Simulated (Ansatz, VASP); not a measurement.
**Cross-check of TiAg2P2 between VASP and Ansatz**

One calculation is typed for both programs; each brings its own data sets. How far apart do they land? The two relaxations start from unlike cells of this crystal (the structure described is Ansatz's start), so only their ends are compared.

Program: Ansatz 0.2.0. Level of theory: plane waves, with VASP 6.6.1 beside it; relaxation of cell and atoms at PBE. Results are calculated unless marked as measured.

The structure was built from a prototype and need not be the compound's stable phase.

## (1) Starting point

The structure is trigonal, space group P-3m1 (No. 164). The conventional cell has a = 3.855 Å, b = 3.855 Å, c = 6.246 Å, α = 90.00°, β = 90.00°, γ = 120.00°. Ag has 4 P at 2.33 to 2.42 Å nearest. Nearest to Ti lie 6 P at 2.73 Å. Nearest to P lie 4 Ag at 2.33 to 2.42 Å and 3 Ti at 2.73 Å. As first built, before any earlier steps moved the atoms (in the runner's words): all Cu replaced by Ag and Zr replaced by Ti in the P-3m1 structure of ZrCu2P2. Farther neighbours are not listed.

As a file:

```cif
data_structure
_symmetry_space_group_name_H-M 'P 1'
_symmetry_Int_Tables_number 1
_cell_length_a 3.8547
_cell_length_b 3.8547
_cell_length_c 6.2459
_cell_angle_alpha 90.000
_cell_angle_beta 90.000
_cell_angle_gamma 120.000
_cell_volume 80.37
loop_
_atom_site_label
_atom_site_type_symbol
_atom_site_fract_x
_atom_site_fract_y
_atom_site_fract_z
_atom_site_occupancy
Ag1 Ag 0.33333 0.66667 0.63889 1
Ag2 Ag 0.66667 0.33333 0.36111 1
Ti3 Ti 0.00000 0.00000 0.00000 1
P4 P 0.33333 0.66667 0.25217 1
P5 P 0.66667 0.33333 0.74783 1
```

## (2) Ansatz: relaxation of cell and atoms, PBE

Ansatz runs on its default PAW (the set named soft_2) files.

The relaxed volume is the usual yardstick between codes: in a stiff, nearly cubic crystal its relative difference is about their pressure difference at one cell divided by the bulk modulus.

input.yaml reads:

```yaml
crystal:
  lattice:
    - [3.85472181, 0.0, 0.0]
    - [-1.92736091, 3.33828702, 0.0]
    - [0.0, 0.0, 6.24587046]
  atoms:
    - { symbol: Ag, position: [0.33333333, 0.66666667, 0.63888812] }
    - { symbol: Ag, position: [0.66666667, 0.33333333, 0.36111188] }
    - { symbol: Ti, position: [0.0, 0.0, 0.0] }
    - { symbol: P, position: [0.33333333, 0.66666667, 0.25217355] }
    - { symbol: P, position: [0.66666667, 0.33333333, 0.74782645] }
kpoints:
  mp_grid: { grid: [7, 7, 4] }
scf:
  occupations: { method: fermi_dirac, width: 0.05 }
hamiltonian:
  xc: pbe
  pseudopotentials: { kind: paw }
output:
  forces: true
  stress: true
relax:
  f_tol: 0.02
  max_steps: 50
  cell: {}
```

Run with:

```bash
ansatz run input.yaml --threads 4 --pin off --max-ram 8192MiB --backend cpu --events-out ev --progress --plain --runs-dir out
```

Numbers of over 12 decimals in the logs are rounded to 6 here.

What it wrote:

```text
Engine: ansatz 0.2.0, x86_64-unknown-linux-gnu
Pseudopotentials: kind: paw
Pseudopotential: Ag, paw, valence charge 19, recommended cutoff 420 eV (normal), Ag.paw.azcp
Pseudopotential: Ti, paw, valence charge 12, recommended cutoff 420 eV (normal), Ti.paw.azcp
Pseudopotential: P, paw, valence charge 5, recommended cutoff 420 eV (normal), P.paw.azcp
Functional definition: PBE
  parameter kappa = 0.804
  parameter beta = 0.066725
  exchange = pbe_x(kappa = kappa, mu = beta*pi^2/3)
  correlation = pbe_c(beta = beta)
Crystal: 5 atoms, lattice volume = 80.373 Å³
Basis set: ecut = 420 eV, 1557 PW (Γ), exchange–correlation on 54×54×90 points (8 copies of the dense FFT grid, shifted against one another)
Bands: 36, of which v1, the nominal top of the filled ones, is band 30 counted from 1 (29 counted from 0)
Symmetry: 12 space group operations
Space group: P-3m1 (ITA 164), of the structure as read, at distance tolerance 4.3e-5 Å
k-points: 28 of 196
Non-local potential: Ag, projectors of the file, l = 0: 3, l = 1: 2, l = 2: 2, l = 3: 1
Non-local potential: Ti, projectors of the file, l = 0: 3, l = 1: 2, l = 2: 3, l = 3: 1
Non-local potential: P, projectors of the file, l = 0: 2, l = 1: 2, l = 2: 2
PAW form: soft (Blöchl's): semilocal exchange-correlation on the pseudo side does not see the compensation charge
PAW one-centre angular grid: Ag, 590 points (default); XC on 64 Gauss nodes
PAW one-centre angular grid: Ti, 590 points (default); XC on 64 Gauss nodes
PAW one-centre angular grid: P, 110 points (default); XC on 64 Gauss nodes
Initial density: superposition of atomic densities (neutral atoms: chi_scale 0, normalization atom), corrected by the library's trained network
Initial wavefunctions: pseudopotential atomic-orbital guess
Functional: x = pbe(κ = 0.804, μ = 0.219515), c = pbe(β = 0.066725)
SCF iter   1: F=—  HF=-19192.019049 eV  |F-HF|=—  |Δ(HF+E_count)|=         —  Δρ=7.49e-3  dr2=1.00e-1  ethr=1.77e-3  ⟨swp⟩=6.3  Hψ=3988  notcnv=0
preconditioner: auto → Kerker (q_TF=auto, 2.599 Å⁻¹)  [metal: Δε(μ)=0.030 eV  Ē_g=7.422 eV  σ=0.050 eV  W_gap=0.15  n_scr=22 (ndim 8)  ℏωp=24.9 eV  f_vac=0.006  D(μ)=1.49/eV (n_scr^D=2)]
SCF iter   2: F=—  HF=-19192.014598 eV  |F-HF|=—  |Δ(HF+E_count)|=   4.45e-3  Δρ=4.08e-3  dr2=3.28e-2  ethr=1.67e-4  ⟨swp⟩=1.8  Hψ=1287  notcnv=0
SCF iter   3: F=—  HF=-19192.012069 eV  |F-HF|=—  |Δ(HF+E_count)|=   2.53e-3  Δρ=3.78e-4  dr2=4.53e-4  ethr=5.47e-5  ⟨swp⟩=1.2  Hψ=1018  notcnv=0
SCF iter   4: F=—  HF=-19192.012038 eV  |F-HF|=—  |Δ(HF+E_count)|=   3.06e-5  Δρ=1.09e-4  dr2=3.36e-5  ethr=7.54e-7  ⟨swp⟩=2.0  Hψ=1144  notcnv=0
SCF iter   5: F=—  HF=-19192.012043 eV  |F-HF|=—  |Δ(HF+E_count)|=   5.13e-6  Δρ=4.26e-5  dr2=4.63e-6  ethr=5.59e-8  ⟨swp⟩=2.1  Hψ=1307  notcnv=0
SCF iter   6: F=—  HF=-19192.012044 eV  |F-HF|=—  |Δ(HF+E_count)|=   3.10e-7  Δρ=2.21e-5  dr2=5.12e-7  ethr=7.72e-9  ⟨swp⟩=2.0  Hψ=1466  notcnv=0
SCF iter   7: F=-19192.012044 eV  HF=-19192.012044 eV  |F-HF|=3.71e-8  |Δ(HF+E_count)|=   9.76e-8  Δρ=9.09e-6  dr2=9.69e-8  ethr=1.67e-10  ⟨swp⟩=5.0  Hψ=3510  notcnv=0
SCF 1 converged in 7 iterations: F = -19192.012044 eV  dr2 = 9.69e-8
  greatest PAW one-centre occupation: 1.000 electrons in one spin orbital (limit 2), on the Ag atom at site 1 (counted from 0), in its partial waves of l = 0
relax step   1: F+E_penalty+E_count = -19192.01204382 eV  Δ(F+E_penalty+E_count) = +0.000e0 eV  max|allowed force component| = 3.612e0 eV/Å  Δτ_max = 0.0000 Å  P = +15.902 GPa  Ω = 80.373 Å³  (7 SCF iters, dr2 threshold 1.00e-7 eV, accepted)
[...]
relax step  10: F+E_penalty+E_count = -19193.38292551 eV  Δ(F+E_penalty+E_count) = -3.409e-3 eV  max|allowed force component| = 1.932e-3 eV/Å  Δτ_max = 0.0000 Å  P = +0.046 GPa  Ω = 87.514 Å³  stress off target by 1.37e-1 GPa  SCF on the basis re-selected at this cell (its energy is not comparable with the rows above)  (7 SCF iters)
[...]
relax step  11: F+E_penalty+E_count = -19193.38302735 eV  Δ(F+E_penalty+E_count) = -1.018e-4 eV  max|allowed force component| = 4.923e-4 eV/Å  Δτ_max = 0.0020 Å  P = +0.007 GPa  Ω = 87.577 Å³  energy of the carried Pulay correction = -1.546e-5 eV  (6 SCF iters, dr2 threshold 4.71e-8 eV, accepted)
[...]
relax step  12: F+E_penalty+E_count = -19193.38304991 eV  Δ(F+E_penalty+E_count) = -2.256e-5 eV  max|allowed force component| = 4.941e-4 eV/Å  Δτ_max = 0.0000 Å  P = +0.006 GPa  Ω = 87.577 Å³  stress off target by 1.93e-2 GPa  SCF on the basis re-selected at this cell (its energy is not comparable with the rows above)  (6 SCF iters)
basis re-selected at this cell: Δ(F+E_penalty+E_count) = -2.256e-5 eV, ΔP = -0.000 GPa vs the last step (what re-selecting the basis moved, of the pressure what is left beyond the Pulay correction that the steps carried, after the strain that the cell walked since its last selection, with what the two solves' SCF thresholds leave and, on support functions, any second-order correction that the steps lacked; it is no m [...]
SCF converged after 6 iterations
Free energy (F): -19193.383050 eV
Harris-Foulkes:  -19193.383050 eV  (|F-HF|=7.28e-12)
Internal energy: -19193.369664 eV  (E = F + TS)
E sigma→0 (E₀):  -19193.376357 eV
Entropy (-TS):   -0.013386 eV (-2.677 meV/atom)
Fermi energy:    13.038381 eV
--- Per-component energies (eV) ---
  E_band       = -762.345481
  E_kinetic    = 1466.056767
  E_local      = -6974.504891  (includes V_loc(G=0)·N_el)
  E_nonlocal   = 235.059402
  E_hartree    = 3116.029102
  E_xc         = -590.746596
  E_vxc        = -714.145052  (∫ρ·V_xc dr)
  E_paw        = -9989.271559  (= ΣΔE_a)
  E_vpaw       = -1006.870670  (= ΣTr[D̂ρ^β])
  E_aug_tail   = 0.000749  (compensation charges beyond the density's cutoff)
  E_ewald      = -6455.992638
  E_smearing   = -0.013386  (= −TS)
  E_closure    = -0.000000  (closes the sum)
  Σ components = -19193.383050   (vs F -19193.383050, Δ=0.00e0)
--- Forces (eV/Å), atoms counted from 1 ---
  atom   1  Ag     0.00000000    -0.00000000    -0.00049413
  atom   2  Ag    -0.00000000     0.00000000     0.00049413
  atom   3  Ti     0.00000000     0.00000000     0.00000000
  atom   4  P     -0.00000000     0.00000000    -0.00029147
  atom   5  P      0.00000000    -0.00000000     0.00029147
  max |Σ_I F_I| component: 3.70e-17 eV/Å
--- Stress (GPa, compression-positive) ---
       -0.000473       0.000000      -0.000000
        0.000000      -0.000473       0.000000
       -0.000000       0.000000       0.019325
  P = ⅓ Tr σ = 0.0061 GPa (0.061 kbar)
--- Relaxed structure (10 steps of the walk, 10 accepted, 2 SCFs on fresh bases) ---
  F+E_penalty+E_count = -19193.38304991 eV   max|allowed force component| = 4.941e-4 eV/Å   (the final SCF, on the basis selected at the relaxed cell)
  cell:  # Å, volume = 87.5769 Å³
    - [3.855818, 2.887572287236282e-9, 1.9107710149321426e-17]
    - [-1.927909, 3.339236, -1.9107710149321422e-17]
    - [3.0960543502402874e-17, -1.7875078094454815e-17, 6.801830]
  atoms:
    - { symbol: Ag, position: [0.333333, 0.666667, 0.631726] }
    - { symbol: Ag, position: [0.666667, 0.333333, 0.368274] }
    - { symbol: Ti, position: [0, 0, 0] }
    - { symbol: P, position: [0.333333, 0.666667, 0.193539] }
    - { symbol: P, position: [0.666667, 0.333333, 0.806461] }
```

## (3) VASP: relaxation of cell and atoms, PBE

Its own start cell and the same functional, mesh and smearing now go to VASP, with its own data sets.

Lines of VASP's logs that name or quote its potential files are left out, and so is its time.

INCAR reads:

```
SYSTEM = TiAg2P2
PREC = Accurate
ENCUT = 500
EDIFF = 1E-07
NELM = 120
ISMEAR = -1
SIGMA = 0.05
LREAL = .FALSE.
ALGO = Normal
GGA = PE
NBANDS = 28
LASPH = .TRUE.
LORBIT = 11
LWAVE = .FALSE.
LCHARG = .FALSE.
ISIF = 3
IBRION = 2
NSW = 80
EDIFFG = -0.005
GGA_COMPAT = .FALSE.
NELMIN = 4
KPAR = 2
```

POSCAR reads:

```
TiAg2P2
1.0
    3.8590813334      0.0000000000      0.0000000000
   -1.9295406667      3.3420622961      0.0000000000
    0.0000000000      0.0000000000      6.7823236324
Ag Ti P
2 1 2
Direct
    0.3333333833      0.6666667665      0.6316767958
    0.6666666167      0.3333332335      0.3683232042
    0.0000000000      0.0000000000      0.0000000000
    0.3333333833      0.6666667665      0.1940097729
    0.6666666167      0.3333332335      0.8059902271
```

KPOINTS reads:

```
Automatic mesh
0
Gamma
7 7 4
0 0 0
```

The projector-augmented-wave data sets are Ag, Ti_sv and P (PBE family, release 64).

Run with:

```bash
mpirun -np 2 vasp_std
```

What it wrote:

```text
[banner, memory and clock lines left out]
running    2 mpi-ranks, on    1 nodes
 distrk:  each k-point on    1 cores,    2 groups
 distr:  one band on    1 cores,    1 groups

 POSCAR found type information on POSCAR AgTiP
 POSCAR found :  3 types and       5 ions
 LDA part: xc-table for (Slater+PW92), standard interpolation
 POSCAR, INCAR and KPOINTS ok, starting setup
 FFT: planning ... GRIDC
 FFT: planning ... GRID_SOFT
 FFT: planning ... GRID
 WAVECAR not read
 entering main loop
       N       E                     dE             d eps       ncg     rms          rms(c)
DAV:   1     0.355080933176E+03    0.35508E+03   -0.20933E+04  1568   0.155E+03
DAV:   2    -0.199277106029E+01   -0.35707E+03   -0.34643E+03  1596   0.395E+02
DAV:   3    -0.288381739860E+02   -0.26845E+02   -0.25969E+02  2328   0.999E+01
DAV:   4    -0.298365759153E+02   -0.99840E+00   -0.99363E+00  2100   0.176E+01
DAV:   5    -0.298656808623E+02   -0.29105E-01   -0.29092E-01  2108   0.277E+00    0.161E+01
DAV:   6    -0.267611504028E+02    0.31045E+01   -0.33259E+01  2100   0.422E+01    0.136E+01
DAV:   7    -0.261425016844E+02    0.61865E+00   -0.28211E+01  2080   0.364E+01    0.118E+01
DAV:   8    -0.254962049595E+02    0.64630E+00   -0.15906E+00  1904   0.950E+00    0.645E+00
DAV:   9    -0.253159557912E+02    0.18025E+00   -0.20277E+00  2092   0.868E+00    0.227E+00
DAV:  10    -0.252562647970E+02    0.59691E-01   -0.25739E-01  1936   0.346E+00    0.692E-01
DAV:  11    -0.252560187603E+02    0.24604E-03   -0.49020E-03  1792   0.526E-01    0.512E-01
DAV:  12    -0.252539033120E+02    0.21154E-02   -0.80338E-03  2128   0.613E-01    0.789E-02
DAV:  13    -0.252539378176E+02   -0.34506E-04   -0.46474E-04  1908   0.129E-01    0.261E-02
DAV:  14    -0.252539382774E+02   -0.45986E-06   -0.79569E-06  1860   0.181E-02    0.160E-02
DAV:  15    -0.252539388095E+02   -0.53206E-06   -0.82232E-06  2020   0.187E-02    0.378E-03
DAV:  16    -0.252539389020E+02   -0.92527E-07   -0.13338E-06  1776   0.897E-03    0.116E-03
DAV:  17    -0.252539388893E+02    0.12755E-07   -0.53110E-08  1008   0.182E-03
   1 F= -.25253939E+02 E0= -.25247126E+02  d E =-.252539E+02
 curvature:   0.00 expect dE= 0.000E+00 dE for cont linesearch  0.000E+00
 trial: gam= 0.00000 g(F)=  0.126E-06 g(S)=  0.151E-04 ort = 0.000E+00 (trialstep = 0.100E+01)
 search vector abs. value=  0.152E-04
 bond charge predicted
       N       E                     dE             d eps       ncg     rms          rms(c)
DAV:   1    -0.252540990701E+02   -0.16017E-03   -0.33129E-03  1832   0.544E-01    0.938E-02
DAV:   2    -0.252540144673E+02    0.84603E-04   -0.96219E-04  1880   0.272E-01    0.559E-02
DAV:   3    -0.252539713867E+02    0.43081E-04   -0.47950E-04  1964   0.151E-01    0.483E-02
DAV:   4    -0.252539487242E+02    0.22663E-04   -0.61133E-05  2052   0.639E-02    0.163E-02
DAV:   5    -0.252539464345E+02    0.22897E-05   -0.13617E-05  2224   0.198E-02    0.621E-03
DAV:   6    -0.252539461610E+02    0.27342E-06   -0.12341E-06  1852   0.765E-03    0.455E-03
DAV:   7    -0.252539456348E+02    0.52626E-06   -0.42166E-07  1808   0.424E-03    0.122E-03
DAV:   8    -0.252539455878E+02    0.46974E-07   -0.87568E-08   892   0.224E-03
   2 F= -.25253946E+02 E0= -.25247133E+02  d E =-.669853E-05
 trial-energy change:   -0.000007  1 .order   -0.000008   -0.000015   -0.000000
 step:   1.0021(harm=  1.0013)  dis= 0.00005  next Energy=   -25.253946 (dE=-0.670E-05)
 reached required accuracy - stopping structural energy minimisation
```

Parts of OUTCAR (step 3):

```text
ion  position               nearest neighbor table
   1  0.333  0.667  0.632-   5 2.52   5 2.52   5 2.52   2 2.86   2 2.86   2 2.86   4 2.97
   2  0.667  0.333  0.368-   4 2.52   4 2.52   4 2.52   1 2.86   1 2.86   1 2.86   5 2.97
   3  0.000  0.000  0.000-   5 2.59   4 2.59   5 2.59   4 2.59   5 2.59   4 2.59
   4  0.333  0.667  0.194-   2 2.52   2 2.52   2 2.52   3 2.59   3 2.59   3 2.59   1 2.97
   5  0.667  0.333  0.806-   1 2.52   1 2.52   1 2.52   3 2.59   3 2.59   3 2.59   2 2.97

  LATTYP: Found a hexagonal cell.
 ALAT       =     3.8590813334
 C/A-ratio  =     1.7574969394

 Subroutine GETGRP returns: Found 12 space group operations
 (whereof 12 operations were pure point group operations)

The static configuration has the point symmetry D_3d.

 Found     28 irreducible k-points:

   k-points           NKPTS =     28   k-points in BZ     NKDIM =     28   number of bands    NBANDS=     28

   dimension x,y,z NGX =    28 NGY =   28 NGZ =   50
   dimension x,y,z NGXF=    56 NGYF=   56 NGZF=  100

   ENCUT  =  500.0 eV  36.75 Ry    6.06 a.u.   7.04  7.04 12.37*2*pi/ulx,y,z

   NELECT =      44.0000    total number of electrons

 k-points in reciprocal lattice and weights: Automatic mesh
   0.00000000  0.00000000  0.00000000       0.005
   0.14285714  0.00000000  0.00000000       0.031
   0.28571429  0.00000000  0.00000000       0.031
   0.42857143  0.00000000  0.00000000       0.031
   0.14285714  0.14285714  0.00000000       0.031
   0.28571429  0.14285714  0.00000000       0.061
   0.42857143  0.14285714  0.00000000       0.031
   0.28571429  0.28571429  0.00000000       0.031
   0.00000000  0.00000000  0.25000000       0.010
[...]
0.42857143  0.14285714  0.50000000       0.031
   0.28571429  0.28571429  0.50000000       0.031

 average (electrostatic) potential at core
       1 -71.6270       2 -71.6270       3 -73.9189       4 -80.7860       5 -80.7860

 E-fermi :   8.1209

 k-point     1 :       0.0000    0.0000    0.0000
  band No.  band energies     occupation
    ...
     19       5.7991      2.00000
     20       7.7691      1.99824
     21       7.8569      1.98985
     22       8.0381      1.67929
     23       8.0381      1.67928
     24       8.6654      0.00004
     25       8.6654      0.00004
     26       9.7530      0.00000
     27      11.1963      0.00000
     28      11.1963      0.00000

 k-point     2 :       0.1429    0.0000    0.0000
  band No.  band energies     occupation
    ...
     18       5.1697      2.00000
     19       5.8508      2.00000
     20       7.0902      2.00000
     21       7.5835      1.99996
     22       8.0150      1.78523
     23       8.3634      0.01551
     24       8.6633      0.00004
     25       8.9865      0.00000
     26       9.9786      0.00000
     27      10.4694      0.00000
    ...

 k-point     3 :       0.2857    0.0000    0.0000
  band No.  band energies     occupation
    ...
     18       4.3880      2.00000
     19       5.7632      2.00000
     20       5.9710      2.00000
     21       7.0097      2.00000
     22       7.5301      1.99999
     23       8.4853      0.00137
     24       8.7481      0.00001
     25       8.8943      0.00000
     26      10.0145      0.00000
     27      10.9072      0.00000
    ...

  Total       -0.0176942     -0.0176942      0.0075446      0.0000000      0.0000000      0.0000000
  in kB       -0.3239204     -0.3239204      0.1381162      0.0000000      0.0000000      0.0000000
  external PRESSURE =      -0.1699082 kB  Pullay stress =       0.0000000 kB

  energy-cutoff  :      500.00
  volume of cell :       87.52
      direct lattice vectors                 reciprocal lattice vectors
     3.859382001 -0.000000000  0.000000000     0.259108842  0.149596567 -0.000000000
    -1.929691001  3.342322682 -0.000000000     0.000000000  0.299193135 -0.000000000
     0.000000000  0.000000000  6.784798407    -0.000000000  0.000000000  0.147388314

 POSITION                                       TOTAL-FORCE (eV/Angst)
 -----------------------------------------------------------------------------------
      0.00000      2.22822      4.28585         0.000000     -0.000000      0.000782
      1.92969      1.11411      2.49895        -0.000000      0.000000     -0.000782
      0.00000     -0.00000      0.00000         0.000000      0.000000      0.000000
      0.00000      2.22822      1.31634        -0.000000     -0.000000     -0.001530
      1.92969      1.11411      5.46846         0.000000      0.000000      0.001530
 -----------------------------------------------------------------------------------
    total drift:                                0.000000      0.000000      0.000000

  FREE ENERGIE OF THE ION-ELECTRON SYSTEM (eV)
  ---------------------------------------------------
  free  energy   TOTEN  =       -25.2539455878 eV

  energy  without entropy=      -25.2403201053  energy(sigma->0) =      -25.24713285

 reached required accuracy - stopping structural energy minimisation

 total charge
# of ion       s       p       d       tot
------------------------------------------
    1        0.392   0.360   9.167   9.919
    2        0.392   0.360   9.167   9.919
    3        2.160   6.110   1.856  10.126
    4        1.030   1.460   0.000   2.490
    5        1.030   1.460   0.000   2.490
--------------------------------------------------
tot          5.003   9.750  20.191  34.944

[... 3 further parts left out ...]
```

The run keeps the 12 symmetry operations of its start, so it cannot find a distortion of lower symmetry.

## (4) Side by side

Known differences besides the potentials themselves: the data sets hold 60 valence electrons in Ansatz (on its default PAW (the set named soft_2) files) and 44 in VASP; the cutoff is 420 eV in Ansatz and 500 eV in VASP; Ansatz adds a Pulay correction to the stress that steers its cell, VASP none. Total energies have different zeros and are not compared.

The two programs side by side:

```csv
quantity,Ansatz,VASP,difference
volume (Å³),87.58,87.52,+0.07 %
"edge a after relaxation, in the typed setting (Å)",3.856,3.859,-0.09 %
"edge c after relaxation, in the typed setting (Å)",6.802,6.785,+0.25 %
```

## (5) Outcome

* difference in edge c after relaxation, in the typed setting (relaxation of cell and atoms, PBE): 0.25 %

What this shows: The difference in edge c after relaxation, in the typed setting is 0.25 % (relaxation of cell and atoms, PBE), within the 1.2 % picked in this series as the mark of a large difference, as far as the stopping tolerances let one tell. The data sets hold unlike numbers of valence electrons (60 in Ansatz and 44 in VASP), so part of the differences comes from the potentials. Such differences can come from data sets, numerical settings and the points named under the comparisons, not from the functional's error against experiment.

[Lines on the potential files, build, host, timing and source positions are cut from VASP's logs without a mark.]

[Logs are printed without paths, hosts, clocks, repeated set-up lines and the standing remarks that a program may print on its own settings, such as how far it seeks lower states.]

[Hosts, paths, dates, database ids (printed as entryN), source tags and the programs' standing remarks are cut or masked in the printed files.]
